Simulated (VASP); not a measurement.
# Cu2B (P4/mmm) in VASP: settings compared

The runs below take Cu2B through relaxation of cell and atoms, relaxation of the atoms, with PBE, revPBE+D2.

Program: VASP 6.6.1. These are calculated values, not measurements. Logs are shortened: lines on timing, memory, paths and dates and some standing lists are left out, and cuts for length are marked.

## (1) The structure

The structure is tetragonal, space group P4/mmm (No. 123). The conventional cell has a = 3.653 Å, b = 3.653 Å, c = 2.402 Å, α = 90.00°, β = 90.00°, γ = 90.00°. Around Cu (site symmetry mmm) lie 4 B at 2.19 Å and 2 Cu at 2.40 Å. B (site symmetry 4/mmm) is surrounded by 8 Cu at 2.19 Å and 2 B at 2.40 Å.

The cell was built by a generator and needn't be a form met in nature.

## (2) Relaxation of cell and atoms, PBE

Input file INCAR:

```
SYSTEM = Cu2B
  PREC = Accurate
  ENCUT = 600
  EDIFF = 1E-6
  ISMEAR = 1
  SIGMA = 0.1
  LREAL = .False.
  LASPH = .True.
  NELM = 100
  ALGO = Normal
  ISIF = 3
  LWAVE = .False.
  LCHARG = .False.
  GGA = PE
  IBRION = 2
  NSW = 60
  EDIFFG = -0.02
```

Input file KPOINTS:

```
Automatic mesh
0
Gamma
  7 7 11
  0 0 0
```

Input file POSCAR:

```
Cu2B
1.0
    3.6528100000      0.0000000000      0.0000000000
    0.0000000000      3.6528100000      0.0000000000
    0.0000000000      0.0000000000      2.4024200000
Cu B
2 1
Direct
    0.0000000000      0.5000000000      0.5000000000
    0.5000000000      0.0000000000      0.5000000000
    0.0000000000      0.0000000000      0.0000000000
```

Potentials or basis: VASP PAW PBE potentials, release 64 (Cu, B).

Command:

```console
$ cat potpaw_PBE.64/Cu/POTCAR potpaw_PBE.64/B/POTCAR > POTCAR
$ mpirun -np 1 vasp_std > vasp.out
```

OUTCAR:

```text
SYSTEM = Cu2B
   PREC = Accurate
   ENCUT = 600
   EDIFF = 1E-6
   ISMEAR = 1
   LREAL = .False.
   LASPH = .True.
   NELM = 100
   ISIF = 3
   GGA = PE
   IBRION = 2
   NSW = 60
   EDIFFG = -0.02

 ion  position               nearest neighbor table
   1  0.000  0.500  0.500-   3 2.19   3 2.19   3 2.19   3 2.19   2 2.58   2 2.58   2 2.58   2 2.58

   2  0.500  0.000  0.500-   3 2.19   3 2.19   3 2.19   3 2.19   1 2.58   1 2.58   1 2.58   1 2.58

   3  0.000  0.000  0.000-   1 2.19   2 2.19   1 2.19   2 2.19   1 2.19   1 2.19   2 2.19   2 2.19

  LATTYP: Found a simple tetragonal cell.
 ALAT       =     3.6528100000
 C/A-ratio  =     0.6576909284

  Lattice vectors:

 A1 = (   3.6528100000,   0.0000000000,   0.0000000000)
 A2 = (   0.0000000000,   3.6528100000,   0.0000000000)
 A3 = (   0.0000000000,   0.0000000000,   2.4024200000)

Analysis of symmetry for initial positions (statically):
=====================================================================
 Subroutine PRICEL returns:
 Original cell was already a primitive cell.

 Routine SETGRP: Setting up the symmetry group for a
 simple tetragonal supercell.

 Subroutine GETGRP returns: Found 16 space group operations
 (whereof 16 operations were pure point group operations)
 out of a pool of 16 trial point group operations.

The static configuration has the point symmetry D_4h.

Analysis of symmetry for dynamics (positions and initial velocities):
=====================================================================
 Subroutine PRICEL returns:
 Original cell was already a primitive cell.

 Routine SETGRP: Setting up the symmetry group for a
 simple tetragonal supercell.

 Subroutine GETGRP returns: Found 16 space group operations
 (whereof 16 operations were pure point group operations)
 out of a pool of 16 trial point group operations.

The dynamic configuration has the point symmetry D_4h.

 Subroutine INISYM returns: Found 16 space group operations
 (whereof 16 operations are pure point group operations),
 and found     1 'primitive' translations

----------------------------------------------------------------------------------------

                                     Primitive cell

  volume of cell :      32.0555

  direct lattice vectors                    reciprocal lattice vectors
     3.652810000  0.000000000  0.000000000     0.273761844  0.000000000  0.000000000
     0.000000000  3.652810000  0.000000000     0.000000000  0.273761844  0.000000000
     0.000000000  0.000000000  2.402420000     0.000000000  0.000000000  0.416246951

  length of vectors
     3.652810000  3.652810000  2.402420000     0.273761844  0.273761844  0.416246951

  position of ions in fractional coordinates (direct lattice)
     0.000000000  0.500000000  0.500000000
     0.500000000  0.000000000  0.500000000
     0.000000000  0.000000000  0.000000000

  ion indices of the primitive-cell ions
   primitive index   ion index
                 1           1
                 2           2
                 3           3

----------------------------------------------------------------------------------------

 KPOINTS: Automatic mesh

Automatic generation of k-mesh.
 Grid dimensions read from file:
 generate k-points for:    7    7   11

 Generating k-lattice:

  Cartesian coordinates                     Fractional coordinates (reciprocal lattice)
     0.039108835  0.000000000  0.000000000     0.142857143  0.000000000  0.000000000
     0.000000000  0.039108835  0.000000000     0.000000000  0.142857143  0.000000000
     0.000000000  0.000000000  0.037840632     0.000000000  0.000000000  0.090909091

  Length of vectors
     0.039108835  0.039108835  0.037840632

  Shift w.r.t. Gamma in fractional coordinates (k-lattice)
     0.000000000  0.000000000  0.000000000

 Subroutine IBZKPT returns following result:
 ===========================================

 Found     60 irreducible k-points:

 Following reciprocal coordinates:
            Coordinates               Weight
  0.000000  0.000000  0.000000      1.000000
  0.142857  0.000000  0.000000      4.000000
  0.285714  0.000000  0.000000      4.000000
  0.428571  0.000000  0.000000      4.000000
  0.142857  0.142857  0.000000      4.000000
  0.285714  0.142857  0.000000      8.000000
[... 16 lines left out ...]
  0.285714  0.000000  0.181818      8.000000
  0.428571  0.000000  0.181818      8.000000
 [... further k-points ...]
   k-points           NKPTS =     60   k-points in BZ     NKDIM =     60   number of bands    NBANDS=     16
   number of dos      NEDOS =    301   number of ions     NIONS =      3
   total plane-waves  NPLWV =  18000
   dimension x,y,z NGX =    30 NGY =   30 NGZ =   20
   dimension x,y,z NGXF=    60 NGYF=   60 NGZF=   40
   ions per type =               2   1
   NGX,Y,Z   is equivalent  to a cutoff of  13.65, 13.65, 13.84 a.u.
   NGXF,Y,Z  is equivalent  to a cutoff of  27.31, 27.31, 27.68 a.u.
 SYSTEM =  Cu2B
   PREC   = accura    normal or accurate (medium, high low for compatibility)
   ISTART =      0    job   : 0-new  1-cont  2-samecut
   ICHARG =      2    charge: 1-file 2-atom 10-const
   ISPIN  =      1    spin polarized calculation?
   LNONCOLLINEAR =      F non collinear calculations
   LSORBIT =      F    spin-orbit coupling
   LASPH  =      T    aspherical Exc in radial PAW
   ENCUT  =  600.0 eV  44.10 Ry    6.64 a.u.   7.30  7.30  4.80*2*pi/ulx,y,z
   NELM   =    100;   NELMIN=  2; NELMDL= -5     # of ELM steps
   EDIFF  = 0.1E-05   stopping-criterion for ELM
   LREAL  =      F    real-space projection
   EDIFFG = -.2E-01   stopping-criterion for IOM
   NSW    =     60    number of steps for IOM
   IBRION =      2    ionic relax: 0-MD 1-quasi-New 2-CG
   NFREE  =      1    steps in history (QN), initial steepest desc. (CG)
   ISIF   =      3    stress and relaxation
   ISYM   =      2    0-nonsym 1-usesym 2-fastsym
   POTIM  = 0.5000    time-step for ionic-motion
   TEBEG  =    0.0;   TEEND  =   0.0 temperature during run
   PSTRESS=    0.0 pullay stress
   NELECT =      25.0000    total number of electrons
   NUPDOWN=      -1.0000    fix difference up-down
   EMIN   =  10.00;   EMAX   =-10.00  energy-range for DOS
   EFERMI =   0.00;   METHOD = LEGACY
   ISMEAR =     1;   SIGMA  =   0.10  broadening in eV -4-tet -1-fermi 0-gaus
   EFERMI_NEDOS =   21; number of points for ismear=-14 and -15
   IALGO  =     38    algorithm
   IMIX   =      4    mixing-type and parameters
     AMIX     =   0.40;   BMIX     =  1.00
     AMIX_MAG =   1.60;   BMIX_MAG =  1.00
  volume/ion in A,a.u.               =      10.69        72.11
  Fermi-wavevector in a.u.,A,eV,Ry     =   1.506909  2.847646 30.895781  2.270776
  Thomas-Fermi vector in A             =   2.617565
   LORBIT       =      0    0 simple, 1 ext, 2 COOP (PROOUT), +10 PAW based schemes
   GGA     = PE    functional components
   LHFCALC =     F    Hartree Fock is set to
   AEXX    =    0.0000 exact exchange contribution
   IVDW    =     0    specifies the selected vdW correction
   LEPSILON=     F    determine dielectric tensor
   LRPA    =     F    only Hartree local field effects (RPA)
 conjugate gradient relaxation of ions
 non-spin polarized calculation
 Methfessel and Paxton  Order N= 1 SIGMA  =   0.10
  energy-cutoff  :      600.00
  volume of cell :       32.06
 maximum number of plane-waves:      1090
 NGX is ok and might be reduce to    30
   NGX = 15   NGY = 15   NGZ =  9

--------------------------------------- Ionic step        1  -------------------------------------------

 number of electron      24.9999990 magnetization

 Free energy of the ion-electron system (eV)
  ---------------------------------------------------
  ext. energy  EPLUGINS =         0.00000000
  ---------------------------------------------------
  free energy    TOTEN  =       -13.22917395 eV

  energy without entropy =      -13.22910164  energy(sigma->0) =      -13.22914985

------------------------ aborting loop because EDIFF is reached ----------------------------------------

  FORCE on cell =-STRESS in cart. coord.  units (eV):
  Direction    XX          YY          ZZ          XY          YZ          ZX
  --------------------------------------------------------------------------------------
  -------------------------------------------------------------------------------------
  Total        0.1599177      0.1599177     -0.0048998      0.0000000      0.0000000      0.0000000
  in kB        7.9928932      7.9928932     -0.2448997      0.0000000      0.0000000      0.0000000
  external PRESSURE =       5.2469622 kB  Pullay stress =       0.0000000 kB
[... 96 lines left out ...]
  energy  without entropy=      -13.2294169821  energy(sigma->0) =      -13.22945589

--------------------------------------- Ionic step        4  -------------------------------------------

 number of electron      24.9999992 magnetization

 Free energy of the ion-electron system (eV)
  ---------------------------------------------------
  ext. energy  EPLUGINS =         0.00000000
  ---------------------------------------------------
  free energy    TOTEN  =       -13.22951685 eV

  energy without entropy =      -13.22943651  energy(sigma->0) =      -13.22949007

 E-fermi :   6.9354     XC(G=0): -12.2192

 val. band max:        6.9242870618   @ k =   0.4286   0.4286   0.0909
 cond. band min:       6.9548842409   @ k =   0.2857   0.2857   0.3636
 fundamental gap:      0.0305971792
 Fermi energy:         6.9354050722

 k-point     1 :       0.0000    0.0000    0.0000
  band No.  band energies     occupation
      1      -4.7800      2.00000
      2       1.8701      2.00000
      3       2.5851      2.00000
      4       2.6012      2.00000
      5       2.6336      2.00000
      6       4.1426      2.00000
[... 8 lines left out ...]
     15      11.5980      0.00000
     16      13.7886      0.00000
[... 420 lines left out ...]
  band No.  band energies     occupation
      1      -2.8617      2.00000
      2       0.6912      2.00000
      3       2.5057      2.00000
      4       2.8186      2.00000
      5       3.2769      2.00000
      6       3.4291      2.00000
[... 8 lines left out ...]
     15      12.5165      0.00000
     16      13.4617      0.00000

 [... further k-points ...]
[... 5 lines left out ...]
  --------------------------------------------------------------------------------------
  -------------------------------------------------------------------------------------
  Total        0.0391875      0.0391875      0.0379138      0.0000000      0.0000000      0.0000000
  in kB        1.9522889      1.9522889      1.8888363      0.0000000      0.0000000      0.0000000
  external PRESSURE =       1.9311380 kB  Pullay stress =       0.0000000 kB
[... 18 lines left out ...]
  FREE ENERGIE OF THE ION-ELECTRON SYSTEM (eV)
  ---------------------------------------------------
  free  energy   TOTEN  =       -13.2295168520 eV

  energy  without entropy=      -13.2294365082  energy(sigma->0) =      -13.22949007

 reached required accuracy - stopping structural energy minimisation
```

Run time: 72 s. Hardware: 1 thread of Intel Xeon Platinum 8375C at 2.90GHz (Ice Lake), shared host; peak memory 0.17 GiB.

What came out:

```yaml
Free_energy: -13.2295 eV
Relaxed_volume: 10.72 Å³/atom
Relaxed_cell: a = 3.661 Å, b = 3.661 Å, c = 2.400 Å, α = 90.00°, β = 90.00°, γ = 90.00°
Space_group_after_relaxing_to_0.05_Å: P4/mmm (No. 123)
Energy_gained_by_relaxing: 0.1 meV/atom
Ionic_steps: 4
Pressure_after_relaxing: 0.2 GPa
Band_gap_on_the_k_mesh: none (metal or under the smearing width)
```

The path:
```csv
step,energy change (eV),largest force (eV/Å),pressure (GPa),volume (Å³)
1,0.0000,0.0000,0.52,32.06
2,-0.0003,0.0000,-0.27,32.22
3,-0.0003,0.0000,-0.12,32.18
4,-0.0003,0.0000,0.19,32.16
```

Final structure:
```yaml
crystal:
  lattice:
    - [3.66094, 0.00000, 0.00000]
    - [0.00000, 3.66094, 0.00000]
    - [0.00000, 0.00000, 2.39954]
  atoms:
    - { symbol: Cu, position: [0.00000, 0.50000, 0.50000] }
    - { symbol: Cu, position: [0.50000, 0.00000, 0.50000] }
    - { symbol: B, position: [0.00000, 0.00000, 0.00000] }
```

## (3) Relaxation of the atoms, revPBE+D2

Input file INCAR:

```
SYSTEM = Cu2B
PREC = Accurate ; ENCUT = 500
EDIFF = 1E-6 ; ISMEAR = 1
SIGMA = 0.2 ; LREAL = .False.
LASPH = .True. ; NELM = 100
ALGO = Fast ; ISIF = 2
LWAVE = .False. ; LCHARG = .False.
GGA = RE ; IVDW = 1
IBRION = 2 ; NSW = 40
EDIFFG = -0.01
```

Input file KPOINTS:

```
regular mesh
0
Gamma
  7 7 11
  0 0 0
```

POSCAR is that of step 2.

Potentials or basis: VASP PAW PBE potentials, release 64 (Cu, B).

Command:

```console
$ cat potpaw_PBE.64/Cu/POTCAR potpaw_PBE.64/B/POTCAR > POTCAR
$ mpirun -np 1 vasp_std > vasp.out
```

OUTCAR:

```text
SYSTEM = Cu2B
   PREC = Accurate
   ENCUT = 500
   EDIFF = 1E-6
   ISMEAR = 1
   LREAL = .False.
   LASPH = .True.
   NELM = 100
   ISIF = 2
   GGA = RE
   IVDW = 1
   IBRION = 2
   NSW = 40
   EDIFFG = -0.01
  IVDW =   1

 ion  position               nearest neighbor table
   1  0.000  0.500  0.500-   3 2.19   3 2.19   3 2.19   3 2.19   2 2.58   2 2.58   2 2.58   2 2.58

   2  0.500  0.000  0.500-   3 2.19   3 2.19   3 2.19   3 2.19   1 2.58   1 2.58   1 2.58   1 2.58

   3  0.000  0.000  0.000-   1 2.19   2 2.19   1 2.19   2 2.19   1 2.19   1 2.19   2 2.19   2 2.19

  LATTYP: Found a simple tetragonal cell.
 ALAT       =     3.6528100000
 C/A-ratio  =     0.6576909284

  Lattice vectors:

 A1 = (   3.6528100000,   0.0000000000,   0.0000000000)
 A2 = (   0.0000000000,   3.6528100000,   0.0000000000)
 A3 = (   0.0000000000,   0.0000000000,   2.4024200000)

Analysis of symmetry for initial positions (statically):
=====================================================================
 Subroutine PRICEL returns:
[... 180 lines left out ...]
 cond. band min:       7.1036671628   @ k =   0.2857   0.2857   0.3636
 fundamental gap:      0.0294122175
 Fermi energy:         7.0917643837

 k-point     1 :       0.0000    0.0000    0.0000
  band No.  band energies     occupation
      1      -4.6856      2.00000
      2       1.9984      2.00000
      3       2.7168      2.00000
      4       2.7503      2.00000
      5       2.7582      2.00000
      6       4.2698      2.00000
[... 433 lines left out ...]
      3       2.6356      2.00000
      4       2.9497      2.00000
      5       3.4124      2.00000
      6       3.5595      2.00000
[... 8 lines left out ...]
     15      12.6976      0.00000
     16      13.6465      0.00000

 [... further k-points ...]

------------------------ aborting loop because EDIFF is reached ----------------------------------------

  DFT-D2 method for vdW energy calculation

  Number of pair interactions contributing to vdW energy:   98072

  Edisp (eV):   -1.93252

  FORCE on cell =-STRESS in cart. coord.  units (eV):
  Direction    XX          YY          ZZ          XY          YZ          ZX
  --------------------------------------------------------------------------------------
  -------------------------------------------------------------------------------------
  Total      -2.26555    -2.26555    -2.47738     0.00000    -0.00000    -0.00000
  in kB    -113.23506  -113.23506  -123.82248     0.00000    -0.00000    -0.00000
  external pressure =     -116.76 kB  Pullay stress =        0.00 kB

 VOLUME and BASIS-vectors are now :
 -----------------------------------------------------------------------------
  energy-cutoff  :      500.00
  volume of cell :       32.06
      direct lattice vectors                 reciprocal lattice vectors
     3.652810000  0.000000000  0.000000000     0.273761844  0.000000000  0.000000000
     0.000000000  3.652810000  0.000000000     0.000000000  0.273761844  0.000000000
     0.000000000  0.000000000  2.402420000     0.000000000  0.000000000  0.416246951

 POSITION                                       TOTAL-FORCE (eV/Angst)
 -----------------------------------------------------------------------------------
      0.00000      1.82641      1.20121         0.000000      0.000000      0.000000
      1.82641      0.00000      1.20121         0.000000      0.000000      0.000000
      0.00000      0.00000      0.00000         0.000000      0.000000      0.000000
 -----------------------------------------------------------------------------------
    total drift:                                0.000000      0.000000      0.000000

  FREE ENERGIE OF THE ION-ELECTRON SYSTEM (eV)
  ---------------------------------------------------
  free  energy   TOTEN  =       -14.1542591931 eV

  energy  without entropy=      -14.1541354053  energy(sigma->0) =      -14.15421793

 reached required accuracy - stopping structural energy minimisation
```

Wall time 24 s (1 thread of Intel Xeon Platinum 8375C at 2.90GHz (Ice Lake), shared host); peak memory 0.15 GiB.

What came out:

```yaml
Free_energy: -14.1543 eV
Pressure_after_relaxing: -11.7 GPa
Band_gap_on_the_k_mesh: none (metal or under the smearing width)
Dispersion_energy_per_atom: -0.644 eV
```

Stress tensor (GPa, compression positive):
```
-11.32   0.00   0.00
  0.00 -11.32   0.00
  0.00   0.00 -12.38
```

Final structure:
```
Cu B
1.0
     3.65281    0.00000    0.00000
     0.00000    3.65281    0.00000
     0.00000    0.00000    2.40242
Cu B
2 1
Direct
  0.00000 0.50000 0.50000
  0.50000 0.00000 0.50000
  0.00000 0.00000 0.00000
```

Caveat: the relaxation stopped at its first step, so nothing moved; atom-pairwise D2, TS and ULG terms overbind metals; the PAW data sets were made with another functional, which shifts forces and pressure a little; pairwise dispersion overbinds metals, which lowers pressure and volume.
